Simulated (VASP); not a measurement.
Computed with LDA (Ceperley-Alder, Perdew-Zunger), VASP's LDA PAW potentials (set 64) (plane waves; VASP 6.6.1).

Input for VASP

### INCAR
```
SYSTEM = ZnSe
PREC = Accurate; ENCUT = 300; LREAL = F
LASPH = T
EDIFF = 1E-6; NELM = 100; ALGO = Normal
LMAXMIX = 4
ISMEAR = -1; SIGMA = 0.02
ISIF = 2
LWAVE = F; LCHARG = F
```

File KPOINTS:
```
Automatic mesh
0
Gamma
2 2 2
0 0 0
```

File POSCAR:
```
ZnSe
1
    0.0000000000     2.8350000000     2.8350000000
    2.8350000000     0.0000000000     2.8350000000
    2.8350000000     2.8350000000     0.0000000000
Zn Se
1 1
Direct
  0.0000000000   0.0000000000   0.0000000000
  0.2500000000   0.2500000000   0.2500000000
```

POTCAR, in this order: Zn Se (LDA.64 set). Program: vasp_std.

The run wrote:

File OSZICAR:
```
       N       E                     dE             d eps       ncg     rms          rms(c)
DAV:   1     0.670046076671E+02    0.67005E+02   -0.63844E+03    78   0.104E+03
DAV:   2    -0.342331448933E+01   -0.70428E+02   -0.67876E+02    98   0.218E+02
DAV:   3    -0.636042853075E+01   -0.29371E+01   -0.29335E+01    83   0.482E+01
DAV:   4    -0.638083621556E+01   -0.20408E-01   -0.20406E-01    93   0.447E+00
DAV:   5    -0.638095731566E+01   -0.12110E-03   -0.12110E-03    88   0.293E-01    0.559E+00
DAV:   6    -0.585841918028E+01    0.52254E+00   -0.10733E+00   114   0.279E+01    0.425E+00
DAV:   7    -0.579930712254E+01    0.59112E-01   -0.34612E-01    83   0.501E+00    0.180E+00
DAV:   8    -0.579463920158E+01    0.46679E-02   -0.71561E-03    91   0.866E-01    0.631E-01
DAV:   9    -0.579390974044E+01    0.72946E-03   -0.16833E-03    93   0.329E-01    0.787E-02
DAV:  10    -0.579395722512E+01   -0.47485E-04   -0.84526E-05    93   0.888E-02    0.324E-02
DAV:  11    -0.579396890479E+01   -0.11680E-04   -0.11526E-05    96   0.522E-02    0.840E-03
DAV:  12    -0.579396890268E+01    0.21034E-08   -0.80531E-07    64   0.152E-02
   1 F= -.57939689E+01 E0= -.57939689E+01  d E =-.195756E-09
```

OUTCAR:
```
------------------------ aborting loop because EDIFF is reached ----------------------------------------
  FORCE on cell =-STRESS in cart. coord.  units (eV):
  Direction    XX          YY          ZZ          XY          YZ          ZX
  --------------------------------------------------------------------------------------
  Total        0.7195122      0.7195122      0.7195122     -0.0000000      0.0000000      0.0000000
  in kB       25.2964481     25.2964481     25.2964481     -0.0000000      0.0000000      0.0000000
  external PRESSURE =      25.2964481 kB  Pullay stress =       0.0000000 kB
  volume of cell :       45.57
      direct lattice vectors                 reciprocal lattice vectors
     0.000000000  2.835000000  2.835000000    -0.176366843  0.176366843  0.176366843
     2.835000000  0.000000000  2.835000000     0.176366843 -0.176366843  0.176366843
     2.835000000  2.835000000  0.000000000     0.176366843  0.176366843 -0.176366843
  FREE ENERGIE OF THE ION-ELECTRON SYSTEM (eV)
  ---------------------------------------------------
  free  energy   TOTEN  =        -5.7939689027 eV

  energy  without entropy=       -5.7939689025  energy(sigma->0) =       -5.79396890
```
(Selected blocks of OUTCAR.)

At this cut-off the stress carries a Pulay error, which pulls relaxed volumes low.

The structure is a typed ZnSe crystal. The cell was not relaxed at this level. The k-mesh is coarse (spacing up to 0.96 per Å, 2π included), so the numbers may not be converged in it. The run is one of a series of settings (KPOINTS 2×2×2 Γ-centred mesh against the base run), some of them coarse on purpose.
